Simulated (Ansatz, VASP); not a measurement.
# Os3N in VASP and in Ansatz

```
Os N
1.0
     3.77054    0.00000    0.00000
     0.00000    3.77054    0.00000
     0.00000    0.00000    3.77054
Os N
3 1
Direct
  0.00000 0.50000 0.50000
  0.50000 0.00000 0.50000
  0.50000 0.50000 0.00000
  0.00000 0.00000 0.00000
```

Alike in both runs: functional PBE; k mesh 6 × 6 × 6; occupations gaussian, width 0.1 eV; no spin polarisation.

Ansatz relaxed the structure, and its values are those at the end. VASP's run is a single point on that final structure, the one shown.

```csv
,VASP,Ansatz
version,VASP 6.6.1,Ansatz 0.2.0
potentials or method,"VASP PAW PBE potentials, release 64 (Os, N)","scalar-relativistic, plane waves, PAW"
plane-wave cutoff (eV),520,420
valence electrons in the cell,29,53
```

|  | VASP | Ansatz | Ansatz less VASP |
| --- | --- | --- | --- |
| gap on the k mesh at the Fermi level (eV) | none | none | - |
| pressure (GPa) | 0.1 | 0.0 | -0.10 |

A gap of «none» marks a metal or a gap that the smearing closes. The functional is the same, so the differences come from potentials, cutoffs and numerics. The two sets of potentials don't hold the same shells in valence.

Spin-orbit coupling is left out, which matters for the levels of Os.
